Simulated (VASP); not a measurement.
Data:

```xyz
2
Lattice="0.0000 3.1512 3.1512 3.1512 0.0000 3.1512 3.1512 3.1512 0.0000" Properties=species:S:1:pos:R:3 pbc="T T T"
Ba     0.0000     0.0000     0.0000
S      3.1512     3.1512     3.1512
```

Level of theory: LDA (Ceperley-Alder, Perdew-Zunger), VASP's LDA PAW potentials (set 64) (plane waves; VASP). Numerical set-up: 400 eV cut-off, 13×13×13 Γ-centred mesh, Gaussian smearing of 0.010 eV, potentials Ba_sv S.

Problem. Give the direction-averaged independent-particle dielectric function (no local fields, no excitons; a broadening of 0.1 eV leaves a tail below the gap, and fine structure carries the noise of the k-mesh).

Solution. 
| ħω (eV) | ε₁ | ε₂ |
|---|---|---|
| 0.00 | 5.80 | 0.00 |
| 0.20 | 5.81 | 0.01 |
| 0.50 | 5.86 | 0.02 |
| 0.70 | 5.91 | 0.04 |
| 1.00 | 6.05 | 0.06 |
| 1.20 | 6.18 | 0.08 |
| 1.50 | 6.47 | 0.13 |
| 1.70 | 6.78 | 0.21 |
| 2.00 | 7.40 | 0.86 |
| 2.20 | 7.45 | 1.68 |
| 2.50 | 6.81 | 2.20 |
| 2.70 | 6.91 | 2.08 |
| 3.00 | 6.42 | 2.23 |
| 3.30 | 6.49 | 2.43 |
| 3.50 | 6.87 | 2.71 |
| 3.80 | 6.36 | 3.70 |
| 4.00 | 6.23 | 3.40 |
| 4.30 | 6.40 | 3.80 |
| 4.50 | 6.35 | 4.19 |
| 4.80 | 6.31 | 4.45 |
| 5.00 | 6.53 | 5.99 |
| 5.30 | 5.25 | 5.46 |
| 5.50 | 6.03 | 6.32 |
| 5.80 | 4.14 | 7.82 |
| 6.00 | 2.97 | 7.89 |
| 6.30 | 2.47 | 7.06 |
| 6.60 | 2.58 | 7.72 |
| 6.80 | 0.72 | 7.78 |
| 7.10 | -0.56 | 6.60 |
| 7.30 | -0.64 | 5.32 |
| 7.60 | -0.68 | 5.84 |
| 7.80 | -1.61 | 5.26 |
| 8.10 | -1.70 | 3.78 |
| 8.30 | -1.72 | 3.51 |
| 8.60 | -1.25 | 2.38 |
| 8.80 | -1.16 | 2.29 |
| 9.10 | -0.58 | 1.92 |
| 9.30 | -0.73 | 1.85 |
| 9.60 | -0.25 | 1.51 |
| 9.90 | 0.01 | 1.37 |
ε₂ peaks at 6.0 eV (height 7.9), 6.7 eV (height 8.1); ε₁(0) averages 5.80, so the electronic refractive index below the gap tends to √5.80 = 2.41.

The structure comes from a computed database's BaS entry (Fm-3m); how it stands against other phases isn't given here. It was relaxed first, which changed the volume by -7 %.
